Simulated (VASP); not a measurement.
# Sn2Bi2O (P4_2/mmc) in VASP: relaxation of cell and atoms with PBE

Aim: the relaxation of cell and atoms of Sn2Bi2O with PBE.

All numbers are computed with VASP 6.6.1; they aren't measurements. Logs are shortened: lines on timing, memory, paths and dates and some standing lists are left out, and cuts for length are marked.

**1. The structure**

Symmetry: P4_2/mmc, No. 131, tetragonal system. Conventional cell: a = 6.283 Å, b = 6.283 Å, c = 6.567 Å, α = 90.00°, β = 90.00°, γ = 90.00°. Sn (site symmetry m2m) is surrounded by 1 Sn at 2.32 Å. Bi (site symmetry m2m) is surrounded by 2 O at 2.16 Å. Around O (site symmetry -4m2) lie 4 Bi at 2.16 Å.

The cell was built by a generator and needn't be a form met in nature.

**2. Relaxation of cell and atoms, PBE**

INCAR

```
PREC = Normal
ENCUT = 520
EDIFF = 1E-4
ISMEAR = 0
SIGMA = 0.15
LREAL = Auto
LASPH = True
NELM = 60
ALGO = Fast
ISIF = 3
LWAVE = False
LCHARG = False
GGA = PE
IBRION = 2
NSW = 24
EDIFFG = -0.08
```

KPOINTS

```
Automatic mesh
0
Gamma
  3 3 2
```

POSCAR

```
Sn2Bi2O
1.0
    6.2829826000      0.0000000000      0.0000000000
    0.0000000000      6.2829826000      0.0000000000
    0.0000000000      0.0000000000      6.5667236100
Sn Bi O
4 4 2
Direct
    0.5000000000      0.6847811800      0.0000000000
    0.5000000000      0.3152188200      0.0000000000
    0.6847811800      0.5000000000      0.5000000000
    0.3152188200      0.5000000000      0.5000000000
    0.0000000000      0.7761802600      0.0000000000
    0.0000000000      0.2238197400      0.0000000000
    0.7761802600      0.0000000000      0.5000000000
    0.2238197400      0.0000000000      0.5000000000
    0.0000000000      0.0000000000      0.7500000000
    0.0000000000      0.0000000000      0.2500000000
```

Potentials or basis: VASP PAW PBE potentials, release 64 (Sn_d, Bi_d, O).

Run with:

```
cat potpaw_PBE.64/Sn_d/POTCAR potpaw_PBE.64/Bi_d/POTCAR potpaw_PBE.64/O/POTCAR > POTCAR
mpirun -np 1 vasp_std > vasp.out
```

OUTCAR:

```text
PREC = Normal
   ENCUT = 520
   EDIFF = 1E-4
   ISMEAR = 0
   LREAL = Auto
   LASPH = True
   NELM = 60
   ISIF = 3
   GGA = PE
   IBRION = 2
   NSW = 24
   EDIFFG = -0.08

 ion  position               nearest neighbor table
   1  0.500  0.685  0.000-   2 2.32   5 3.19   5 3.19   3 3.67   3 3.67   4 3.67   4 3.67
   2  0.500  0.315  0.000-   1 2.32   6 3.19   6 3.19   3 3.67   3 3.67   4 3.67   4 3.67
   3  0.685  0.500  0.500-   4 2.32   7 3.19   7 3.19   2 3.67   1 3.67   2 3.67   1 3.67
   4  0.315  0.500  0.500-   3 2.32   8 3.19   8 3.19   2 3.67   1 3.67   2 3.67   1 3.67
   5  0.000  0.776  0.000-   9 2.16  10 2.16   6 2.81   1 3.19   1 3.19   6 3.47   7 3.84   8 3.84
                             7 3.84   8 3.84
   6  0.000  0.224  0.000-   9 2.16  10 2.16   5 2.81   2 3.19   2 3.19   5 3.47   8 3.84   7 3.84
                             8 3.84   7 3.84
   7  0.776  0.000  0.500-   9 2.16  10 2.16   8 2.81   3 3.19   3 3.19   8 3.47   5 3.84   6 3.84
                             6 3.84   5 3.84
   8  0.224  0.000  0.500-   9 2.16  10 2.16   7 2.81   4 3.19   4 3.19   7 3.47   5 3.84   5 3.84
                             6 3.84   6 3.84
   9  0.000  0.000  0.750-   5 2.16   6 2.16   7 2.16   8 2.16
  10  0.000  0.000  0.250-   5 2.16   6 2.16   7 2.16   8 2.16

  LATTYP: Found a simple tetragonal cell.
 ALAT       =     6.2829826000
 C/A-ratio  =     1.0451602413

  Lattice vectors:

 A1 = (   6.2829826000,   0.0000000000,   0.0000000000)
 A2 = (   0.0000000000,   6.2829826000,   0.0000000000)
 A3 = (   0.0000000000,   0.0000000000,   6.5667236100)

Analysis of symmetry for initial positions (statically):
=====================================================================
 Subroutine PRICEL returns:
 Original cell was already a primitive cell.

 Routine SETGRP: Setting up the symmetry group for a
 simple tetragonal supercell.

 Subroutine GETGRP returns: Found 16 space group operations
 (whereof  8 operations were pure point group operations)
 out of a pool of 16 trial point group operations.

The static configuration has the point symmetry D_2h.
 The point group associated with its full space group is D_4h.

Analysis of symmetry for dynamics (positions and initial velocities):
=====================================================================
 Subroutine PRICEL returns:
 Original cell was already a primitive cell.

 Routine SETGRP: Setting up the symmetry group for a
 simple tetragonal supercell.

 Subroutine GETGRP returns: Found 16 space group operations
 (whereof  8 operations were pure point group operations)
 out of a pool of 16 trial point group operations.

The dynamic configuration has the point symmetry D_2h.
 The point group associated with its full space group is D_4h.

 Subroutine INISYM returns: Found 16 space group operations
 (whereof  8 operations are pure point group operations),
 and found     1 'primitive' translations

----------------------------------------------------------------------------------------

                                     Primitive cell

  volume of cell :     259.2271

  direct lattice vectors                    reciprocal lattice vectors
     6.282982600  0.000000000  0.000000000     0.159160078  0.000000000  0.000000000
     0.000000000  6.282982600  0.000000000     0.000000000  0.159160078  0.000000000
     0.000000000  0.000000000  6.566723610     0.000000000  0.000000000  0.152282943

  length of vectors
     6.282982600  6.282982600  6.566723610     0.159160078  0.159160078  0.152282943

  position of ions in fractional coordinates (direct lattice)
     0.500000000  0.684781180  0.000000000
     0.500000000  0.315218820  0.000000000
     0.684781180  0.500000000  0.500000000
     0.315218820  0.500000000  0.500000000
     0.000000000  0.776180260  0.000000000
     0.000000000  0.223819740  0.000000000
     0.776180260  0.000000000  0.500000000
     0.223819740  0.000000000  0.500000000
     0.000000000  0.000000000  0.750000000
     0.000000000  0.000000000  0.250000000

  ion indices of the primitive-cell ions
   primitive index   ion index
                 1           1
                 2           2
                 3           3
                 4           4
                 5           5
                 6           6
                 7           7
                 8           8
                 9           9
                10          10

----------------------------------------------------------------------------------------

 KPOINTS: Automatic mesh

Automatic generation of k-mesh.
 Grid dimensions read from file:
 generate k-points for:    3    3    2

 Generating k-lattice:

  Cartesian coordinates                     Fractional coordinates (reciprocal lattice)
     0.053053359  0.000000000  0.000000000     0.333333333  0.000000000  0.000000000
     0.000000000  0.053053359  0.000000000     0.000000000  0.333333333  0.000000000
     0.000000000  0.000000000  0.076141472     0.000000000  0.000000000  0.500000000

  Length of vectors
     0.053053359  0.053053359  0.076141472

  Shift w.r.t. Gamma in fractional coordinates (k-lattice)
     0.000000000  0.000000000  0.000000000

 Subroutine IBZKPT returns following result:
 ===========================================

 Found      6 irreducible k-points:

 Following reciprocal coordinates:
            Coordinates               Weight
  0.000000  0.000000  0.000000      1.000000
  0.333333  0.000000  0.000000      4.000000
  0.333333  0.333333  0.000000      4.000000
  0.000000  0.000000  0.500000      1.000000
  0.333333  0.000000  0.500000      4.000000
  0.333333  0.333333  0.500000      4.000000
   k-points           NKPTS =      6   k-points in BZ     NKDIM =      6   number of bands    NBANDS=     76
   number of dos      NEDOS =    301   number of ions     NIONS =     10
   total plane-waves  NPLWV =  51840
   dimension x,y,z NGX =    36 NGY =   36 NGZ =   40
   dimension x,y,z NGXF=    72 NGYF=   72 NGZF=   80
   ions per type =               4   4   2
   NGX,Y,Z   is equivalent  to a cutoff of   9.53,  9.53, 10.13 a.u.
   NGXF,Y,Z  is equivalent  to a cutoff of  19.05, 19.05, 20.25 a.u.
 SYSTEM =  unknown system
   PREC   = normal    normal or accurate (medium, high low for compatibility)
   ISTART =      0    job   : 0-new  1-cont  2-samecut
   ICHARG =      2    charge: 1-file 2-atom 10-const
   ISPIN  =      1    spin polarized calculation?
   LNONCOLLINEAR =      F non collinear calculations
   LSORBIT =      F    spin-orbit coupling
   LASPH  =      T    aspherical Exc in radial PAW
   ENCUT  =  520.0 eV  38.22 Ry    6.18 a.u.  11.68 11.68 12.21*2*pi/ulx,y,z
   NELM   =     60;   NELMIN=  2; NELMDL= -5     # of ELM steps
   EDIFF  = 0.1E-03   stopping-criterion for ELM
   LREAL  =      T    real-space projection
   EDIFFG = -.8E-01   stopping-criterion for IOM
   NSW    =     24    number of steps for IOM
   IBRION =      2    ionic relax: 0-MD 1-quasi-New 2-CG
   NFREE  =      1    steps in history (QN), initial steepest desc. (CG)
   ISIF   =      3    stress and relaxation
   ISYM   =      2    0-nonsym 1-usesym 2-fastsym
   POTIM  = 0.5000    time-step for ionic-motion
   TEBEG  =    0.0;   TEEND  =   0.0 temperature during run
   PSTRESS=    0.0 pullay stress
   NELECT =     128.0000    total number of electrons
   NUPDOWN=      -1.0000    fix difference up-down
   EMIN   =  10.00;   EMAX   =-10.00  energy-range for DOS
   EFERMI =   0.00;   METHOD = LEGACY
   ISMEAR =     0;   SIGMA  =   0.15  broadening in eV -4-tet -1-fermi 0-gaus
   EFERMI_NEDOS =   21; number of points for ismear=-14 and -15
   IALGO  =     68    algorithm
   IMIX   =      4    mixing-type and parameters
     AMIX     =   0.40;   BMIX     =  1.00
     AMIX_MAG =   1.60;   BMIX_MAG =  1.00
  volume/ion in A,a.u.               =      25.92       174.94
  Fermi-wavevector in a.u.,A,eV,Ry     =   1.293952  2.445214 22.780378  1.674311
  Thomas-Fermi vector in A             =   2.425565
   LORBIT       =      0    0 simple, 1 ext, 2 COOP (PROOUT), +10 PAW based schemes
   GGA     = PE    functional components
   LHFCALC =     F    Hartree Fock is set to
   AEXX    =    0.0000 exact exchange contribution
   IVDW    =     0    specifies the selected vdW correction
   LEPSILON=     F    determine dielectric tensor
   LRPA    =     F    only Hartree local field effects (RPA)
 conjugate gradient relaxation of ions
 non-spin polarized calculation
 RMM-DIIS sequential band-by-band and
 Gauss-broadening in eV      SIGMA  =   0.15
  energy-cutoff  :      520.00
  volume of cell :      259.23
 maximum number of plane-waves:      7000
   NGX = 23   NGY = 23   NGZ = 25

--------------------------------------- Ionic step        1  -------------------------------------------

 number of electron     128.0000226 magnetization

 Free energy of the ion-electron system (eV)
  ---------------------------------------------------
  ext. energy  EPLUGINS =         0.00000000
  ---------------------------------------------------
  free energy    TOTEN  =       -35.22217819 eV

  energy without entropy =      -35.16134525  energy(sigma->0) =      -35.19176172

------------------------ aborting loop because EDIFF is reached ----------------------------------------

  FORCE on cell =-STRESS in cart. coord.  units (eV):
  Direction    XX          YY          ZZ          XY          YZ          ZX
  --------------------------------------------------------------------------------------
  -------------------------------------------------------------------------------------
  Total       30.4110837     30.4110837     26.9925547      0.0000000      0.0000000      0.0000000
  in kB      187.9585245    187.9585245    166.8299891      0.0000000      0.0000000      0.0000000
  external PRESSURE =     180.9156793 kB  Pullay stress =       0.0000000 kB
[... 31 lines left out ...]
--------------------------------------- Ionic step        2  -------------------------------------------

 number of electron     127.9999618 magnetization

 E-fermi :   3.2836     XC(G=0):  -8.3524

 val. band max:        3.2084667668   @ k =   0.3333   0.0000   0.5000
 cond. band min:       3.2962455657   @ k =   0.3333   0.3333   0.0000
 fundamental gap:      0.0877787989
 Fermi energy:         3.2835904543

 k-point     1 :       0.0000    0.0000    0.0000
  band No.  band energies     occupation
      1     -19.7455      2.00000
      2     -19.7450      2.00000
      3     -19.7229      2.00000
      4     -19.6952      2.00000
      5     -19.6738      2.00000
      6     -19.6738      2.00000
[... 544 lines left out ...]
  FREE ENERGIE OF THE ION-ELECTRON SYSTEM (eV)
  ---------------------------------------------------
  free  energy   TOTEN  =       -40.5732582538 eV

  energy  without entropy=      -40.4661059703  energy(sigma->0) =      -40.51968211

[... ionic steps 4 to 15 ...]

--------------------------------------- Ionic step       16  -------------------------------------------

 number of electron     128.0000161 magnetization

------------------------ aborting loop because EDIFF is reached ----------------------------------------
[... 83 lines left out ...]
--------------------------------------- Ionic step       18  -------------------------------------------

 number of electron     128.0000248 magnetization

 Free energy of the ion-electron system (eV)
  ---------------------------------------------------
  ext. energy  EPLUGINS =         0.00000000
  ---------------------------------------------------
  free energy    TOTEN  =       -41.90762024 eV

  energy without entropy =      -41.79384368  energy(sigma->0) =      -41.85073196

 E-fermi :   6.9308     XC(G=0):  -9.8976

 val. band max:        6.8830115241   @ k =   0.3333   0.0000   0.5000
 cond. band min:       6.9928839528   @ k =   0.3333   0.0000   0.0000
 fundamental gap:      0.1098724287
 Fermi energy:         6.9308039864

 k-point     1 :       0.0000    0.0000    0.0000
  band No.  band energies     occupation
      1     -16.7660      2.00000
      2     -16.6335      2.00000
      3     -16.5805      2.00000
      4     -16.4930      2.00000
      5     -16.4649      2.00000
      6     -16.4649      2.00000
[... 500 lines left out ...]
  FREE ENERGIE OF THE ION-ELECTRON SYSTEM (eV)
  ---------------------------------------------------
  free  energy   TOTEN  =       -41.9076202423 eV

  energy  without entropy=      -41.7938436788  energy(sigma->0) =      -41.85073196

 reached required accuracy - stopping structural energy minimisation
```

Run time: 12 min. Hardware: 1 thread of Intel Xeon Platinum 8488C (Sapphire Rapids), shared host; peak memory 0.29 GiB.

What came out:

```
Free energy                            : -41.9076 eV
Relaxed volume                         : 27.23 Å³/atom
Relaxed cell                           : a = 6.904 Å, b = 6.904 Å, c = 5.711 Å, α = 90.00°, β = 90.00°, γ = 90.00°
Space group after relaxing (to 0.05 Å) : P4_2/mmc (No. 131)
Energy gained by relaxing              : 668.5 meV/atom
Ionic steps                            : 18
Pressure after relaxing                : -0.2 GPa
Largest force after relaxing           : 0.077 eV/Å
Band gap on the k mesh                 : none (metal or under the smearing width)
```

Forces on the atoms (eV/Å):
```
Sn   0.000  0.011  0.000
Sn   0.000 -0.011  0.000
Sn   0.011  0.000  0.000
Sn  -0.011  0.000  0.000
Bi   0.000 -0.077  0.000
Bi   0.000  0.077  0.000
Bi  -0.077  0.000  0.000
Bi   0.077  0.000  0.000
O    0.000  0.000  0.000
O    0.000  0.000  0.000
```

Stress tensor (GPa, compression positive):
```
-0.32  0.00  0.00
 0.00 -0.32  0.00
 0.00  0.00 -0.07
```

The path:
```csv
step,energy change (eV),largest force (eV/Å),pressure (GPa),volume (Å³)
1,0.0000,7.3095,18.09,259.23
2,-2.1389,1.3259,-8.63,385.26
3,-5.3511,0.6415,-2.98,314.03
4,-5.3701,0.7303,-2.65,311.44
5,-5.3751,0.8488,-2.05,308.09
6,-5.6763,0.6322,-0.55,294.15
7,-5.8653,0.7231,1.46,277.09
8,-5.8742,0.7564,2.51,270.67
9,-6.0511,0.3125,1.76,270.47
10,-6.1355,0.3144,1.13,270.26
11,-6.0986,1.4315,0.21,269.75
12,-6.1518,0.6284,0.64,270.12
13,-6.3149,0.5334,-0.01,272.68
14,-6.5340,0.3725,-1.28,277.51
15,-6.4876,0.3333,-2.59,285.18
16,-6.6024,0.3732,-2.00,280.65
17,-6.6657,0.3826,0.60,268.29
18,-6.6854,0.0770,-0.24,272.26
```

Final structure:
```
CELL_PARAMETERS angstrom
6.90440 0.00000 0.00000
0.00000 6.90440 0.00000
0.00000 0.00000 5.71129
ATOMIC_POSITIONS crystal
Sn 0.50000 0.76817 0.00000
Sn 0.50000 0.23183 0.00000
Sn 0.76817 0.50000 0.50000
Sn 0.23183 0.50000 0.50000
Bi 0.00000 0.73501 0.00000
Bi 0.00000 0.26499 0.00000
Bi 0.73501 0.00000 0.50000
Bi 0.26499 0.00000 0.50000
O 0.00000 0.00000 0.75000
O 0.00000 0.00000 0.25000
```

Levels at points of the mesh, in eV from the Fermi level:
| k point | band 61 | band 62 | band 63 | band 64 | band 65 | band 66 | band 67 | band 68 |
| --- | --- | --- | --- | --- | --- | --- | --- | --- |
| (0.00, 0.00, 0.00) | -2.26 | -1.45 | -1.25 | -0.63 | -0.15 | 0.24 | 0.24 | 1.27 |
| (0.00, 0.00, 0.50) | -2.12 | -2.12 | 0.28 | 0.28 | 0.46 | 0.46 | 0.87 | 0.87 |

Caveat: the k mesh is coarse (spacing up to 0.48 Å⁻¹), so the values aren't converged; spin-orbit coupling is left out, which moves the levels of the heavy elements; the relaxation stopped at a loose force limit of 0.08 eV/Å, so its end isn't a converged minimum.
